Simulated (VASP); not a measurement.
Output of a VASP run:

File OSZICAR:
```
       N       E                     dE             d eps       ncg     rms          rms(c)
DAV:   1     0.132307270078E+02    0.13231E+02   -0.41391E+03   560   0.835E+02
DAV:   2    -0.144062011143E+02   -0.27637E+02   -0.27013E+02   768   0.144E+02
DAV:   3    -0.149193200545E+02   -0.51312E+00   -0.51312E+00   632   0.259E+01
DAV:   4    -0.149208993317E+02   -0.15793E-02   -0.15793E-02   880   0.138E+00
DAV:   5    -0.149209016190E+02   -0.22873E-05   -0.22873E-05   616   0.413E-02    0.864E+00
DAV:   6    -0.125304986326E+02    0.23904E+01   -0.13875E+01   600   0.238E+01    0.290E+00
DAV:   7    -0.125201348652E+02    0.10364E-01   -0.10463E-01   584   0.342E+00    0.198E+00
DAV:   8    -0.125127952557E+02    0.73396E-02   -0.22962E-02   632   0.206E+00    0.407E-01
DAV:   9    -0.125124738254E+02    0.32143E-03   -0.75171E-04   768   0.231E-01    0.204E-01
DAV:  10    -0.125125823783E+02   -0.10855E-03   -0.24068E-04   592   0.138E-01    0.239E-02
DAV:  11    -0.125125818111E+02    0.56721E-06   -0.37761E-06   712   0.174E-02
   1 F= -.12512582E+02 E0= -.12512582E+02  d E =-.125126E+02
       N       E                     dE             d eps       ncg     rms          rms(c)
DAV:   1    -0.125161448830E+02   -0.35625E-02   -0.87120E-02   560   0.272E+00    0.403E-01
DAV:   2    -0.125127553742E+02    0.33895E-02   -0.20482E-02   576   0.968E-01    0.895E-02
DAV:   3    -0.125127232488E+02    0.32125E-04   -0.24231E-04   672   0.171E-01    0.332E-02
DAV:   4    -0.125127003388E+02    0.22910E-04   -0.11244E-05   720   0.305E-02    0.132E-02
DAV:   5    -0.125126965224E+02    0.38165E-05   -0.25666E-06   576   0.147E-02    0.665E-03
DAV:   6    -0.125126964083E+02    0.11407E-06   -0.31356E-08   296   0.184E-03
   2 F= -.12512696E+02 E0= -.12512696E+02  d E =-.114597E-03
       N       E                     dE             d eps       ncg     rms          rms(c)
DAV:   1    -0.125138829054E+02   -0.11864E-02   -0.19260E-02   560   0.129E+00    0.189E-01
DAV:   2    -0.125131312453E+02    0.75166E-03   -0.44876E-03   576   0.453E-01    0.425E-02
DAV:   3    -0.125131276443E+02    0.36010E-05   -0.55345E-05   672   0.815E-02    0.158E-02
DAV:   4    -0.125131246420E+02    0.30023E-05   -0.24348E-06   648   0.142E-02    0.644E-03
DAV:   5    -0.125131247451E+02   -0.10307E-06   -0.54791E-07   304   0.700E-03
   3 F= -.12513125E+02 E0= -.12513125E+02  d E =-.542934E-03
```

**OUTCAR**
```
------------------------ aborting loop because EDIFF is reached ----------------------------------------
  FORCE on cell =-STRESS in cart. coord.  units (eV):
  Direction    XX          YY          ZZ          XY          YZ          ZX
  --------------------------------------------------------------------------------------
  Total        0.0002526      0.0002526      0.0002526      0.0000000      0.0000000      0.0000000
  in kB        0.0191405      0.0191405      0.0191405      0.0000000      0.0000000      0.0000000
  external PRESSURE =       0.0191405 kB  Pullay stress =       0.0000000 kB
  volume of cell :       21.14
      direct lattice vectors                 reciprocal lattice vectors
    -0.000000000  2.194698695  2.194698695    -0.227821706  0.227821706  0.227821706
     2.194698695  0.000000000  2.194698695     0.227821706 -0.227821706  0.227821706
     2.194698695  2.194698695  0.000000000     0.227821706  0.227821706 -0.227821706
  FREE ENERGIE OF THE ION-ELECTRON SYSTEM (eV)
  ---------------------------------------------------
  free  energy   TOTEN  =       -12.5131247451 eV

  energy  without entropy=      -12.5131247451  energy(sigma->0) =      -12.51312475

 reached required accuracy - stopping structural energy minimisation
```
(Selected blocks of OUTCAR.)

### POSCAR
```
AlN
1
    0.0000000000     2.1900000000     2.1900000000
    2.1900000000     0.0000000000     2.1900000000
    2.1900000000     2.1900000000     0.0000000000
Al N
1 1
Direct
  0.0000000000   0.0000000000   0.0000000000
  0.2500000000   0.2500000000   0.2500000000
```

Reconstruct the remaining input files.

This is not unique; one that fits is the input of the run itself, optB86b-vdW, plane waves, VASP's PBE PAW potentials (set 64).

### INCAR
```
AGGAC = 0.0
ALGO = Normal
EDIFF = 1E-6
EDIFFG = -0.01
ENCUT = 520
GGA = MK
IBRION = 2
ISIF = 3
ISMEAR = 0
LASPH = T
LCHARG = F
LREAL = F
LUSE_VDW = T
LWAVE = F
NELM = 100
NSW = 60
PARAM1 = 0.1234
PARAM2 = 1.0
PREC = Accurate
SIGMA = 0.05
SYSTEM = AlN
```

KPOINTS:
```
Automatic mesh
0
Gamma
9 9 9
0 0 0
```

POTCAR, in this order: Al N (PBE.64 set). Program: vasp_std.

The compound is AlN in the zinc blende structure, a metastable form; wurtzite is the usual one. This run relaxes it. Symmetry was kept, so distortions that lower it aren't found.
